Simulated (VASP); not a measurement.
Input:

```
Ni
1.0
    0.00000     1.76000     1.76000
    1.76000     0.00000     1.76000
    1.76000     1.76000     0.00000
Ni
1
Cartesian
  0.00000   0.00000   0.00000
```
Starting moments (μB, in the order of the record's atoms Ni): 0.8.

These are r2SCAN meta-GGA, VASP's PBE PAW potentials (set 64) (plane waves; VASP) values and carry that method's errors. Settings: 480 eV cut-off, 16×16×16 Γ-centred mesh, first-order Methfessel-Paxton smearing of 0.10 eV, potentials Ni.

Energy and stress use the plane-wave basis of the starting cell.

Question: The ions, cell shape and volume are relaxed. What does this cell relax into?

Answer: 
```
Ni
1.0
    0.00000     1.74084     1.74084
    1.74084     0.00000     1.74084
    1.74084     1.74084     0.00000
Ni
1
Direct
  0.00000   0.00000   0.00000
```
Space group Fm-3m (225), at a tolerance of 0.03 Å. The cell ends with 0.75 μB, on the sites 0.77 μB.

Question: How do energy and volume change from the first to the last step?

Answer: The energy (σ→0) changes by -7.6 meV/atom and the volume by -3.2 %, in 3 ionic steps.

The compound is Ni in the fcc structure. This run relaxes it. Symmetry was kept, so distortions that lower it aren't found.
